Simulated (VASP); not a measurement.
Here is the system:

```
CELL_PARAMETERS angstrom
      0.00000     2.48009     2.48009
      2.48009     0.00000     2.48009
      2.48009     2.48009     0.00000
ATOMIC_POSITIONS crystal
  Er 0.00000 0.00000 0.00000
```

All values below come from r2SCAN meta-GGA, VASP's PBE PAW potentials (set 64) (plane waves; VASP). Run with 400 eV cut-off, 14×14×14 Γ-centred mesh, tetrahedra with Blöchl corrections, potentials Er_3.

The 4f electrons are frozen in the core of the lanthanide potential, so 4f levels, which can set the real gap, and their magnetism are missing.

### Question
What does the run give for the energy per atom (σ→0), band gap (over mesh and band path) with the smallest direct gap where there is one?

### Answer

The band gap (over mesh and band path) is none (metal, semimetal or under 0.01 eV) and the energy per atom (σ→0) is -33.859 eV/atom.

Total energies compare only between runs with the same potentials, cut-off and functional.

The structure was generated: Er was put into the fcc type (Fm-3m), which need not be its known phase. It was relaxed first.
